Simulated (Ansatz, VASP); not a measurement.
Hf7TiO16 (a cell with a defect) in VASP and in Ansatz

```
Ti Hf O
1.0
     0.00000    5.11500    5.11500
     5.11500    0.00000    5.11500
     5.11500    5.11500    0.00000
Ti Hf O
1 7 16
Direct
  0.00000 0.00000 0.00000
  0.00000 0.00000 0.50000
  0.00000 0.50000 0.00000
  0.00000 0.50000 0.50000
  0.50000 0.00000 0.00000
  0.50000 0.00000 0.50000
  0.50000 0.50000 0.00000
  0.50000 0.50000 0.50000
  0.12279 0.12279 0.12279
  0.12279 0.12279 0.63163
  0.12279 0.63163 0.12279
  0.12346 0.62551 0.62551
  0.63163 0.12279 0.12279
  0.62551 0.12346 0.62551
  0.62551 0.62551 0.12346
  0.62551 0.62551 0.62551
  0.37449 0.37449 0.37449
  0.37449 0.37449 0.87654
  0.37449 0.87654 0.37449
  0.36837 0.87721 0.87721
  0.87654 0.37449 0.37449
  0.87721 0.36837 0.87721
  0.87721 0.87721 0.36837
  0.87721 0.87721 0.87721
```

Alike in both runs: functional PBE; k mesh 3 × 3 × 3; occupations fermi-dirac, width 0.01 eV; no spin polarisation.

Ansatz relaxed the structure, and its values are those at the end. VASP's run is a single point on that final structure, the one shown.

|  | VASP | Ansatz |
| --- | --- | --- |
| version | VASP 6.6.1 | Ansatz 0.2.0 |
| potentials or method | VASP PAW PBE potentials, release 64 (Ti_sv, Hf_pv, O) | plane-wave PAW, scalar-relativistic |
| plane-wave cutoff (eV) | 520 | 420 |
| valence electrons in the cell | 178 | 290 |

VASP gave:

```
gap on the k mesh at the Fermi level (eV) : 1.72
pressure (GPa)                            : -9.4
rms of the force components (eV/Å)        : 0.043
```

Question: What did Ansatz give for the same quantities?

Answer: gap on the k mesh at the Fermi level (eV): 1.71; pressure (GPa): -6.4; rms of the force components (eV/Å): 0.000.

The two sets of potentials don't hold the same shells in valence. Ansatz warned: «gradients_without_spin_orbit».

Caveats: spin-orbit coupling is left out, which moves the levels of the heavy elements. As with any semilocal functional, this PBE gap is likely too small.
